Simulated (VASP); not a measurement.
# BN (Qingsongite) with r2SCAN: from relaxation to properties, part 2 of 2

What structure and properties does r2SCAN give BN (Qingsongite), and how near are they to the measured ones? The start is a cell from a database of measured crystal structures.

VASP 6.6.1, plane waves and PAW; the level of theory is named at each step.

So far. Step 12 (Volume scan with r2SCAN (run 6)): The pressure falls from -7.50 to -14.32 GPa. Step 12 (Volume scan with r2SCAN (run 6)): The run ends at a pressure of -14.32 GPa.

## Step 13: Volume scan with r2SCAN (run 7)

A prediction first. A parabola through the 6 pressures of evenly scaled cells so far, P = -0.02 -392.8 t +733 t² GPa with t = ln(V/V₁) and V₁ the volume at scale 1, gives -20.42 GPa at t = +0.0583.

File INCAR:

```
SYSTEM = BN
PREC = Accurate
ENCUT = 520
EDIFF = 1E-06
NELM = 100
ISMEAR = 0
SIGMA = 0.05
LREAL = .FALSE.
ALGO = Normal
METAGGA = R2SCAN
LASPH = .TRUE.
NBANDS = 10
LORBIT = 11
LWAVE = .FALSE.
LCHARG = .FALSE.
KPAR = 2
ISIF = 2
```

File POSCAR:

```
BN
1.0
    0.0000000000      1.8419699546      1.8419699546
    1.8419699546      0.0000000000      1.8419699546
    1.8419699546      1.8419699546      0.0000000000
B N
1 1
Direct
    0.0000000000      0.0000000000      0.0000000000
    0.2500000000      0.2500000000      0.2500000000
```

File KPOINTS:

```
Automatic mesh
0
Gamma
11 11 11
0 0 0
```

Potentials, in the order of the species: B and N (PBE family, release 64).

On the command line:

```sh
mpirun -np 2 vasp_std
```

Run time: 19 s. Hardware: 2 MPI ranks of AMD EPYC 7R43, shared host; peak memory 0.18 GiB.

The pressure falls from -14.32 to -20.54 GPa. The parabola predicted -20.42 GPa, +0.11 GPa off.

## Step 14: Side by side

Times are for 2 MPI ranks of AMD EPYC 7R43, shared host. Results by setting:

| no. | volume scale | energy above the lowest point (meV/atom) | pressure (GPa) | gap on the k-mesh (eV) | time | memory (GiB) |
| --- | --- | --- | --- | --- | --- | --- |
| 1 | 0.94 | 29.45 | 27.11 | 5.167 | 20 s | 0.18 |
| 2 | 0.96 | 12.92 | 17.21 | 5.140 | 19 s | 0.18 |
| 3 | 0.98 | 3.3 | 8.201 | 5.113 | 19 s | 0.18 |
| 4 | 1 | 0 | -0.008118 | 5.086 | 19 s | 0.19 |
| 5 | 1.02 | 2.51 | -7.495 | 5.059 | 19 s | 0.19 |
| 6 | 1.04 | 10.26 | -14.32 | 5.031 | 19 s | 0.18 |
| 7 | 1.06 | 22.8 | -20.54 | 5.004 | 19 s | 0.18 |

## Step 15: Fit for r2SCAN

This step: Birch-Murnaghan fit, r2SCAN; plane waves and PAW (VASP 6.6.1).

This step runs nothing: it gathers the runs above.

This step gave:

```
pressure derivative of the bulk modulus : 3.600
r.m.s. error of the fit                 : 7.14e-6 eV/atom
minimum inside the sampled range        : yes
bulk modulus                            : 390.2 GPa
equilibrium volume of the fit           : 5.902 Å³/atom
```

The energy above the fitted minimum by volume:

| volume (Å³/atom) | energy above the fitted minimum (eV/atom) |
| --- | --- |
| 5.542 | 0.0294 |
| 5.660 | 0.0129 |
| 5.778 | 0.00329 |
| 5.896 | -5.0e-6 |
| 6.014 | 0.00250 |
| 6.132 | 0.0103 |
| 6.250 | 0.0228 |

The fitted volume lies +0.11 % from the relaxed one. At a finite cutoff and mesh the minimum of the energy and the zero of the stress don't quite coincide, and the relaxation stops at a threshold.

## Step 16: Optical spectrum (r2SCAN)

This step: r2SCAN; plane waves and PAW (B, N) (VASP 6.6.1).

LOPTICS sums transitions from filled to empty bands. The mesh is finer than in the run before. NBANDS is raised for it.

Edit INCAR of step 13 so:

```diff
@@ -11,3 +11,3 @@
 LASPH = .TRUE.
-NBANDS = 10
+NBANDS = 20
 LORBIT = 11
@@ -16,2 +16,4 @@
 KPAR = 2
-ISIF = 2
+LOPTICS = .TRUE.
+NEDOS = 1500
+CSHIFT = 0.1
```

File POSCAR:

```
BN
1.0
    0.0000000000      1.8065386332      1.8065386332
    1.8065386332      0.0000000000      1.8065386332
    1.8065386332      1.8065386332      0.0000000000
B N
1 1
Direct
    0.0000000000      0.0000000000      0.0000000000
    0.2500000000      0.2500000000      0.2500000000
```

File KPOINTS:

```
Automatic mesh
0
Gamma
16 16 16
0 0 0
```

On the command line:

```sh
mpirun -np 2 vasp_std
```

Elapsed: 92 s, on 2 MPI ranks; peak memory 0.25 GiB; 3 min of CPU time.

These are independent-particle spectra without excitons or local fields, and fine structure depends on the mesh and on CSHIFT.

Numbers from this step:

```
bands                          : 20
irreducible k-points           : 145
free energy (TOTEN)            : -19.17 eV
Fermi energy                   : 7.457 eV
pressure                       : -0.001585 GPa
conduction bottom at k         : 0.5, 0.5, 0
gap on the k-mesh              : 4.978 eV
least direct gap on the k-mesh : 9.534 eV
```

The imaginary dielectric function, xx has structure finer than the step of the table below, so its rows give means over 1 eV, whole bins alone (the curve runs from 0 to 24.9 eV). Peaks (eV: height): 12.8: 16.3, 15.5: 8.17.

Table of imaginary dielectric function, xx by photon energy; means over each step:

| photon energy (eV) | imaginary dielectric function, xx |
| --- | --- |
| 1 | 0.00389 |
| 2 | 0.00809 |
| 3 | 0.0130 |
| 4 | 0.0192 |
| 5 | 0.0277 |
| 6 | 0.0404 |
| 7 | 0.0619 |
| 8 | 0.107 |
| 9 | 0.301 |
| 10 | 3.23 |
| 11 | 7.55 |
| 12 | 10.6 |
| 13 | 13.8 |
| 14 | 7.70 |
| 15 | 6.16 |
| 16 | 4.98 |
| 17 | 3.77 |
| 18 | 2.90 |
| 19 | 1.81 |
| 20 | 1.37 |
| 21 | 1.23 |
| 22 | 1.02 |
| 23 | 1.12 |
| 24 | 1.06 |

The real dielectric function, xx by photon energy:

photon energy (eV), real dielectric function, xx and a bar from the least value:
```
      0.0        4.4 #################
      0.5        4.4 #################
      1.0        4.4 #################
      1.5        4.5 #################
      2.0        4.5 #################
      2.5        4.5 #################
      3.0        4.6 #################
      3.5        4.7 ##################
      4.0        4.8 ##################
      4.5        4.9 ##################
      5.0        5.0 ##################
      5.5        5.1 ##################
      6.0        5.3 ###################
      6.5        5.5 ###################
      7.0        5.8 ####################
      7.5        6.2 #####################
      8.0        6.6 #####################
      8.5        7.2 #######################
      9.0        8.1 ########################
      9.5        9.9 ############################
     10.0       10.9 ##############################
     10.5       10.3 #############################
     11.0        9.1 ##########################
     11.5        8.3 #########################
     12.0        9.1 ##########################
     12.5        6.8 ######################
     13.0        0.1 ########
     13.5       -2.8 ###
     14.0       -3.1 ##
     14.5       -2.6 ###
     15.0        0.7 ##########
     15.5       -2.1 ####
     16.0       -4.1 
     16.5       -1.6 #####
     17.0       -2.3 ####
     17.5       -2.3 ####
     18.0       -2.1 ####
     18.5       -2.5 ###
     19.0       -2.1 ####
     19.5       -1.7 #####
     20.0       -1.3 ######
     20.5       -1.1 ######
     21.0       -1.3 ######
     21.5       -0.9 ######
     22.0       -0.5 #######
     22.5       -0.7 #######
     23.0       -0.5 #######
     23.5       -0.6 #######
     24.0       -0.5 #######
     24.5       -0.6 #######
```

The mean of ε2 over directions passes 5 % of its top at 9.52 eV, against a least direct gap of 9.53 eV on this mesh, so absorption sets in close to the direct gap. The indirect gap (4.98 eV in the band run) doesn't show, since phonons are left out.

## Step 17: Starting orbitals for the hybrid

A hybrid converges badly from random orbitals, so a cheap semilocal run writes a WAVECAR on the same mesh first.

File INCAR:

```
SYSTEM = BN
PREC = Accurate
ENCUT = 520
EDIFF = 1E-05
NELM = 100
ISMEAR = 0
SIGMA = 0.05
LREAL = .FALSE.
ALGO = Normal
METAGGA = R2SCAN
LASPH = .TRUE.
NBANDS = 10
LORBIT = 11
LWAVE = .TRUE.
LCHARG = .FALSE.
KPAR = 2
```

POSCAR is that of step 16.

File KPOINTS:

```
Automatic mesh
0
Gamma
7 7 7
0 0 0
```

On the command line:

```sh
mpirun -np 2 vasp_std
```

Wall time 12 s (2 MPI ranks); peak memory 0.17 GiB.

A gap read on the k-mesh alone can miss the band edges.

Numbers from this step:

* SCF cycles: 11
* bands: 10
* irreducible k-points: 20
* Fermi energy: 7.612 eV
* pressure: 0.001636 GPa
* conduction bottom at k: 0.4286, 0.4286, 0
* gap on the k-mesh: 5.241 eV
* least direct gap on the k-mesh: 9.532 eV

## Step 18: Band structure (HSE06)

This step: HSE06; plane waves and PAW (B, N) (VASP 6.6.1).

HSE06 mixes in a quarter of exact exchange at short range, at far higher cost; in semiconductors this cures much of the gap error, while metals seldom gain.

File INCAR:

```
SYSTEM = BN
PREC = Accurate
ENCUT = 520
EDIFF = 1E-06
NELM = 100
ISMEAR = 0
SIGMA = 0.05
LREAL = .FALSE.
ALGO = Normal
LHFCALC = .TRUE.
AEXX = 0.25
GGA = PE
HFSCREEN = 0.2
LASPH = .TRUE.
NBANDS = 10
PRECFOCK = Fast
LORBIT = 11
LWAVE = .FALSE.
LCHARG = .FALSE.
KPAR = 2
```

POSCAR is that of step 17.

KPOINTS is that of step 17.

File KPOINTS_OPT:

```
Line mode
6
Line-mode
Reciprocal
  0.00000000   0.00000000   0.00000000 GAMMA
  0.50000000   0.00000000   0.50000000 X

  0.50000000   0.00000000   0.50000000 X
  0.50000000   0.25000000   0.75000000 W

  0.50000000   0.25000000   0.75000000 W
  0.37500000   0.37500000   0.75000000 K

  0.37500000   0.37500000   0.75000000 K
  0.00000000   0.00000000   0.00000000 GAMMA

  0.00000000   0.00000000   0.00000000 GAMMA
  0.50000000   0.50000000   0.50000000 L

  0.50000000   0.50000000   0.50000000 L
  0.62500000   0.25000000   0.62500000 U

  0.62500000   0.25000000   0.62500000 U
  0.50000000   0.25000000   0.75000000 W

  0.50000000   0.25000000   0.75000000 W
  0.50000000   0.50000000   0.50000000 L

  0.50000000   0.50000000   0.50000000 L
  0.37500000   0.37500000   0.75000000 K

  0.62500000   0.25000000   0.62500000 U
  0.50000000   0.00000000   0.50000000 X
```

The run starts from files that an earlier step left in the folder.

On the command line:

```sh
mpirun -np 2 vasp_std
```

The job ended after 5.2 min (2 MPI ranks; peak memory 0.4 GiB; 10 min of CPU time).

Numbers from this step:

```yaml
scf_cycles: 6
free_energy_toten: -20.36 eV
fermi_energy: 6.801 eV
least_gap_on_mesh_and_path: 5.798 eV
least_direct_gap_on_mesh_and_path: 10.58 eV
conduction_bottom_at_k: 0.5, 0, 0.5
```

The electronic bands at the labelled points (eV, zero at the valence-band top; v1 is the highest filled band, c1 the lowest empty one):

| point | v3 | v2 | v1 | c1 | c2 | c3 | c4 |
| --- | --- | --- | --- | --- | --- | --- | --- |
| Γ | 0.00 | 0.00 | 0.00 | 10.58 | 10.58 | 10.58 | 12.18 |
| 0.40 of the way | -3.07 | -2.44 | -2.44 | 9.00 | 13.90 | 14.17 | 14.17 |
| X | -9.78 | -5.32 | -5.32 | 5.80 | 10.77 | 20.51 | 20.51 |
| 0.40 of the way | -9.49 | -5.96 | -5.92 | 7.27 | 11.95 | 19.28 | 20.19 |
| W | -8.35 | -7.55 | -7.00 | 11.26 | 15.41 | 16.32 | 16.90 |
| 0.60 of the way | -8.80 | -8.12 | -5.16 | 9.31 | 14.89 | 17.15 | 18.98 |
| K | -8.93 | -8.28 | -4.42 | 8.39 | 14.75 | 18.19 | 19.10 |
| 0.40 of the way | -7.56 | -5.38 | -1.82 | 11.96 | 13.54 | 14.07 | 16.25 |
| Γ | 0.00 | 0.00 | 0.00 | 10.58 | 10.58 | 10.58 | 12.18 |
| 0.40 of the way | -4.33 | -0.89 | -0.89 | 11.21 | 11.85 | 11.85 | 14.87 |
| L | -11.65 | -2.11 | -2.11 | 11.89 | 12.54 | 12.54 | 17.42 |
| 0.40 of the way | -11.12 | -4.00 | -2.79 | 11.03 | 13.83 | 14.07 | 17.91 |
| U | -8.93 | -8.28 | -4.42 | 8.39 | 14.75 | 18.19 | 19.10 |
| 0.60 of the way | -8.65 | -7.93 | -5.88 | 10.20 | 15.07 | 16.50 | 18.33 |
| W | -8.35 | -7.55 | -7.00 | 11.26 | 15.41 | 16.32 | 16.90 |
| 0.40 of the way | -10.10 | -6.11 | -4.38 | 11.16 | 13.41 | 17.22 | 18.51 |
| L | -11.65 | -2.11 | -2.11 | 11.89 | 12.54 | 12.54 | 17.42 |
| 0.40 of the way | -11.12 | -4.00 | -2.79 | 11.03 | 13.83 | 14.07 | 17.91 |
| K | -8.93 | -8.28 | -4.42 | 8.39 | 14.75 | 18.19 | 19.10 |
| jump to U | -8.93 | -8.28 | -4.42 | 8.39 | 14.75 | 18.19 | 19.10 |
| 0.60 of the way | -9.63 | -6.09 | -5.17 | 6.49 | 11.41 | 20.08 | 20.23 |
| X | -9.78 | -5.32 | -5.32 | 5.80 | 10.77 | 20.51 | 20.51 |

Of the projections kept (B, N), the largest for each band there; the rest of the weight can lie on other orbitals:

| point | v3 | v2 | v1 | c1 | c2 | c3 | c4 |
| --- | --- | --- | --- | --- | --- | --- | --- |
| Γ | N 0.85 | N 0.85 | N 0.85 | B 0.93 | B 0.93 | B 0.93 | N 0.75 |
| X | N 0.53 | N 0.62 | N 0.62 | B 0.57 | B 0.91 | B 0.55 | B 0.55 |
| W | B 0.51 | N 0.65 | N 0.54 | N 0.88 | B 0.74 | B 1.00 | B 0.51 |
| K | N 0.51 | N 0.58 | N 0.64 | B 0.57 | B 0.59 | B 0.60 | B 0.62 |
| Γ | N 0.85 | N 0.85 | N 0.85 | B 0.93 | B 0.93 | B 0.93 | N 0.75 |
| L | B 0.50 | N 0.71 | N 0.71 | B 0.60 | B 0.79 | B 0.79 | N 0.81 |

The gap moves by +0.82 eV against r2SCAN, which ran on another mesh.

On this path the gap is indirect, 5.80 eV, with the valence top at Γ and the conduction bottom at X. The least direct gap is 10.58 eV.

## Step 19: Band structure (TB-mBJ)

This step: TB-mBJ; plane waves and PAW (B, N) (VASP 6.6.1).

The mesh alone shows little of the dispersion and can miss band extrema, so KPOINTS_OPT adds a path through the symmetry points after the self-consistent cycle. TB-mBJ is a local potential fitted to gaps: it costs far less than a hybrid but gives no energy.

File INCAR:

```
SYSTEM = BN
PREC = Accurate
ENCUT = 520
EDIFF = 1E-06
NELM = 150
ISMEAR = 0
SIGMA = 0.05
LREAL = .FALSE.
ALGO = Normal
METAGGA = MBJ
LASPH = .TRUE.
NBANDS = 16
LORBIT = 11
LWAVE = .FALSE.
LCHARG = .FALSE.
KPAR = 2
```

POSCAR is that of step 18.

File KPOINTS:

```
Automatic mesh
0
Gamma
11 11 11
0 0 0
```

Edit KPOINTS_OPT of step 18 so:

```diff
@@ -1,3 +1,3 @@
 Line mode
-6
+16
 Line-mode
```

On the command line:

```sh
mpirun -np 2 vasp_std
```

It took 38 s on 2 MPI ranks; peak memory 0.21 GiB.

This functional is a potential without an energy, so its energies, forces and stress mean nothing and are not read.

Numbers from this step:

| Property | Result |
| --- | --- |
| SCF cycles | 46 |
| bands | 16 |
| irreducible k-points | 56 |
| Fermi energy | 7.683 eV |
| least gap on mesh and path | 5.796 eV |
| least direct gap on mesh and path | 10.30 eV |

Electronic bands along the path, in eV, zero at the valence-band top; v1 is the highest filled band, c1 the lowest empty one:

| point | v3 | v2 | v1 | c1 | c2 | c3 | c4 |
| --- | --- | --- | --- | --- | --- | --- | --- |
| Γ | 0.00 | 0.00 | 0.00 | 10.30 | 10.30 | 10.30 | 11.50 |
| 0.47 of the way | -3.65 | -2.60 | -2.60 | 8.37 | 12.95 | 14.63 | 14.63 |
| X | -8.80 | -4.69 | -4.69 | 5.80 | 10.17 | 20.27 | 20.27 |
| 0.47 of the way | -8.44 | -5.39 | -5.35 | 7.58 | 11.70 | 18.52 | 19.64 |
| W | -7.58 | -6.63 | -6.06 | 10.92 | 15.01 | 15.87 | 15.94 |
| 0.53 of the way | -7.90 | -7.05 | -4.72 | 9.32 | 14.25 | 16.48 | 18.27 |
| K | -8.05 | -7.24 | -3.88 | 8.18 | 14.03 | 17.81 | 18.82 |
| 0.47 of the way | -6.07 | -4.07 | -1.22 | 11.90 | 12.57 | 12.89 | 15.15 |
| Γ | 0.00 | 0.00 | 0.00 | 10.30 | 10.30 | 10.30 | 11.50 |
| 0.47 of the way | -4.87 | -0.96 | -0.96 | 10.76 | 11.75 | 11.75 | 14.88 |
| L | -10.34 | -1.84 | -1.84 | 11.08 | 12.15 | 12.15 | 17.31 |
| 0.47 of the way | -9.70 | -4.06 | -2.61 | 10.35 | 13.65 | 14.10 | 17.48 |
| U | -8.05 | -7.24 | -3.88 | 8.18 | 14.03 | 17.81 | 18.82 |
| 0.47 of the way | -7.90 | -7.05 | -4.72 | 9.32 | 14.25 | 16.48 | 18.27 |
| W | -7.58 | -6.63 | -6.06 | 10.92 | 15.01 | 15.87 | 15.94 |
| 0.53 of the way | -9.49 | -4.44 | -3.08 | 11.02 | 12.33 | 15.59 | 17.57 |
| L | -10.34 | -1.84 | -1.84 | 11.08 | 12.15 | 12.15 | 17.31 |
| 0.47 of the way | -9.70 | -4.06 | -2.61 | 10.35 | 13.65 | 14.10 | 17.48 |
| K | -8.05 | -7.24 | -3.88 | 8.18 | 14.03 | 17.81 | 18.82 |
| jump to U | -8.05 | -7.24 | -3.88 | 8.18 | 14.03 | 17.81 | 18.82 |
| 0.53 of the way | -8.62 | -5.56 | -4.50 | 6.62 | 11.02 | 19.64 | 19.86 |
| X | -8.80 | -4.69 | -4.69 | 5.80 | 10.17 | 20.27 | 20.27 |

Of the projections kept (B, N), the largest for each band there; the rest of the weight can lie on other orbitals:

| point | v3 | v2 | v1 | c1 | c2 | c3 | c4 |
| --- | --- | --- | --- | --- | --- | --- | --- |
| Γ | N 0.85 | N 0.85 | N 0.85 | B 0.93 | B 0.93 | B 0.93 | N 0.71 |
| X | N 0.53 | N 0.63 | N 0.63 | B 0.61 | B 0.90 | B 0.57 | B 0.57 |
| W | B 0.51 | N 0.66 | N 0.56 | N 0.85 | B 0.74 | B 1.00 | B 0.53 |
| K | N 0.51 | N 0.59 | N 0.65 | B 0.60 | B 0.58 | B 0.62 | B 0.64 |
| Γ | N 0.85 | N 0.85 | N 0.85 | B 0.93 | B 0.93 | B 0.93 | N 0.71 |
| L | N 0.51 | N 0.72 | N 0.72 | B 0.62 | B 0.81 | B 0.81 | N 0.80 |

The gap moves by +0.82 eV against r2SCAN.

## Step 20: Summary of results

| Item | Value |
| --- | --- |
| relaxed volume | 5.896 Å³/atom |
| relaxed conventional cell a, b, c | 3.613, 3.613, 3.613 Å |
| space group after relaxing, within 0.02 Å | F-43m (No. 216) |
| band gap | 4.98 eV, indirect (least direct gap of that run 9.53 eV) |
| gap among the points of the DOS mesh alone, an upper bound | 4.98 eV |
| highest zone-centre mode | 1041 cm⁻¹ |
| bulk modulus from the fit | 390 GPa |
| volume from the fit | 5.90 Å³/atom |
| strongest peak of ε2, mean over directions | 12.8 eV |
| ε1 at zero frequency, no local fields, mean | 4.41 |
| band gap (HSE06) | 5.80 eV, indirect (least direct gap of that run 10.6 eV) |
| band gap (TB-mBJ) | 5.80 eV, indirect (least direct gap of that run 10.3 eV) |

With r2SCAN, BN (Qingsongite) relaxes to 5.896 Å³/atom in space group F-43m (held by the symmetry of the run), has an indirect gap of 4.98 eV (5.80 eV with HSE06) and has a bulk modulus of 390 GPa. Against the listed cell the volume lies -0.2 %. Bands along the symmetry lines (r2SCAN): The path shows an indirect gap of 4.98 eV (valence top at Γ, conduction bottom at X). The least direct gap is 9.53 eV. Vibrations at Γ (r2SCAN): The highest mode in this list at Γ, 1040.9 cm⁻¹, has its largest share on B (56 % of the kinetic energy). Band structure (HSE06): On this path the gap is indirect, 5.80 eV, with the valence top at Γ and the conduction bottom at X. The least direct gap is 10.58 eV. Band structure (TB-mBJ): The path shows an indirect gap of 5.80 eV (valence top at Γ, conduction bottom at X). The least direct gap is 10.30 eV. The other levels ran on the cell relaxed with r2SCAN, and without spin-orbit coupling unless named. Semilocal functionals usually underestimate gaps. Modes at Γ alone can't show that the crystal is stable at other wave vectors, and the LO-TO splitting is not included. No search among competing phases was made, and a listed structure need not be the one stable at ambient conditions. All values are for a static lattice at zero temperature.

Comparison with the measured values:

| quantity | measured | r2SCAN | Birch-Murnaghan fit, r2SCAN |
| --- | --- | --- | --- |
| lattice constant a (Å) | 3.6152 | 3.613 (-0.1 %) | - |
| bulk modulus (GPa) | 395 | - | 390 (-1.2 %) |
| Raman mode, TO phonon at Gamma (cm⁻¹) | 1056 | 1041 (-1.4 %) | - |

Measured values from arxiv:cond-mat/0702656 (2007) and arxiv:1812.11146 (2018).

Verdict: The lattice constant a is off by -0.1 %: good agreement. The bulk modulus is off by -1.2 %: good agreement. The Raman mode is off by -1.4 %: good agreement. The grades are ours: good and fair within 0.7 and 1.5 % for the lattice constant a, 5 and 12 % for the bulk modulus and 3 and 7 % for the Raman mode. Zero-point motion and thermal expansion (measured at up to 295 K) are not in the computed lattice constants, bulk modulus and Raman mode.

[Lines on the potential files, build, host, timing and source positions are cut from VASP's logs without a mark.]

[Logs are printed without paths, hosts, clocks, repeated set-up lines and the standing remarks that a program may print on its own settings, such as how far it seeks lower states.]

[Hosts, paths, dates, database ids (printed as entryN), source tags and the programs' standing remarks are cut or masked in the printed files.]

[A measured line is paired with the nearest computed mode of its activity, which favours agreement.]
